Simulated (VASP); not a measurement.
Computed with r2SCAN meta-GGA, VASP's PBE PAW potentials (set 64) (plane waves; VASP).

Input for VASP

KPOINTS:
```
Automatic
0
Gamma
12 12 12
0 0 0
```

**POSCAR**
```
CaO
1
    0.0000000000     2.4050000000     2.4050000000
    2.4050000000     0.0000000000     2.4050000000
    2.4050000000     2.4050000000     0.0000000000
Ca O
1 1
Direct
  0.0000000000   0.0000000000   0.0000000000
  0.5000000000   0.5000000000   0.5000000000
```

**INCAR**
```
! general
SYSTEM   =  CaO
PREC     =  Accurate
ENCUT    =  520   ! plane-wave cut-off (eV)
LREAL    =  .FALSE.
LASPH    =  .TRUE.
NBANDS   =  36

! electronic loop
EDIFF    =  1E-7
NELM     =  100   ! most electronic steps
ALGO     =  Normal
LMIXTAU  =  .TRUE.

! smearing
ISMEAR   =  0   ! Gaussian
SIGMA    =  0.01

! functional
METAGGA  =  R2SCAN

! output
LWAVE    =  .FALSE.
LCHARG   =  .FALSE.
NEDOS    =  1001

! other
LOPTICS  =  .TRUE.
LPEAD    =  .TRUE.
CSHIFT   =  0.1
```

POTCAR, in this order: Ca_sv O (PBE.64 set). Program: vasp_std.

What VASP printed:

OSZICAR:
```
       N       E                     dE             d eps       ncg     rms          rms(c)
DAV:   1     0.135517265614E+03    0.13552E+03   -0.64426E+03  5208   0.468E+02
DAV:   2    -0.188219855738E+02   -0.15434E+03   -0.14002E+03  5960   0.176E+02
DAV:   3    -0.252430564517E+02   -0.64211E+01   -0.63427E+01  6300   0.344E+01
DAV:   4    -0.252747389438E+02   -0.31682E-01   -0.31671E-01  5992   0.255E+00
DAV:   5    -0.252748077265E+02   -0.68783E-04   -0.68781E-04  5860   0.115E-01    0.768E+00
DAV:   6    -0.194912526297E+02    0.57836E+01   -0.87469E-01  7264   0.103E+01    0.273E+00
DAV:   7    -0.195082947449E+02   -0.17042E-01   -0.60086E-01  6436   0.387E+00    0.213E+00
DAV:   8    -0.204234601711E+02   -0.91517E+00   -0.53411E-01  6872   0.451E+00    0.199E+00
DAV:   9    -0.193533502710E+02    0.10701E+01   -0.29707E-01  6628   0.340E+00    0.226E-01
DAV:  10    -0.194540850236E+02   -0.10073E+00   -0.39074E-02  5540   0.106E+00    0.105E-01
DAV:  11    -0.194540313183E+02    0.53705E-04   -0.48724E-04  6312   0.969E-02    0.934E-02
DAV:  12    -0.194538865098E+02    0.14481E-03   -0.69616E-04  5560   0.152E-01    0.911E-02
DAV:  13    -0.194541028074E+02   -0.21630E-03   -0.22300E-04  5676   0.763E-02    0.511E-02
DAV:  14    -0.194541732340E+02   -0.70427E-04   -0.55957E-05  5472   0.377E-02    0.263E-02
DAV:  15    -0.194541610912E+02    0.12143E-04   -0.48345E-06  6032   0.119E-02    0.186E-02
DAV:  16    -0.194541685691E+02   -0.74780E-05   -0.31053E-06  5508   0.120E-02    0.929E-03
DAV:  17    -0.194541684770E+02    0.92107E-07   -0.11928E-06  5628   0.639E-03    0.410E-03
DAV:  18    -0.194541698428E+02   -0.13658E-05   -0.20617E-07  5616   0.297E-03    0.676E-04
DAV:  19    -0.194541697363E+02    0.10650E-06   -0.25122E-08  5356   0.838E-04    0.216E-04
DAV:  20    -0.194541698596E+02   -0.12328E-06   -0.27438E-09  3276   0.367E-04    0.113E-04
DAV:  21    -0.194541697900E+02    0.69643E-07   -0.86338E-10  2996   0.188E-04
   1 F= -.19454170E+02 E0= -.19454170E+02  d E =-.735788E-23
 imaginary and real dielectric function
```

### OUTCAR
```
------------------------ aborting loop because EDIFF is reached ----------------------------------------
  FORCE on cell =-STRESS in cart. coord.  units (eV):
  Direction    XX          YY          ZZ          XY          YZ          ZX
  --------------------------------------------------------------------------------------
  Total       -0.0085775     -0.0085775     -0.0085775      0.0000000      0.0000000     -0.0000000
  in kB       -0.4939627     -0.4939627     -0.4939627      0.0000000      0.0000000     -0.0000000
  external PRESSURE =      -0.4939627 kB  Pullay stress =       0.0000000 kB
  volume of cell :       27.82
      direct lattice vectors                 reciprocal lattice vectors
     0.000000000  2.405000000  2.405000000    -0.207900208  0.207900208  0.207900208
     2.405000000  0.000000000  2.405000000     0.207900208 -0.207900208  0.207900208
     2.405000000  2.405000000  0.000000000     0.207900208  0.207900208 -0.207900208
  FREE ENERGIE OF THE ION-ELECTRON SYSTEM (eV)
  ---------------------------------------------------
  free  energy   TOTEN  =       -19.4541697900 eV

  energy  without entropy=      -19.4541697900  energy(sigma->0) =      -19.45416979

 plasma frequency squared (from intraband transitions) (eV^2)
  --------------------------------------------------------------------------------------
       0.000       0.000       0.000
       0.000       0.000       0.000
       0.000       0.000       0.000

 plasma frequency squared (from interband transitions, int dw w eps(2)(w)) (eV^2)
  --------------------------------------------------------------------------------------
     590.832       0.000       0.000      -0.000       0.000       0.000
       0.000       0.000     590.832       0.000       0.000       0.000
       0.000      -0.000       0.000      -0.000     590.832       0.000
```
(Selected blocks of OUTCAR.)

The compound is CaO in the rock salt structure. The cell was not relaxed at this level.
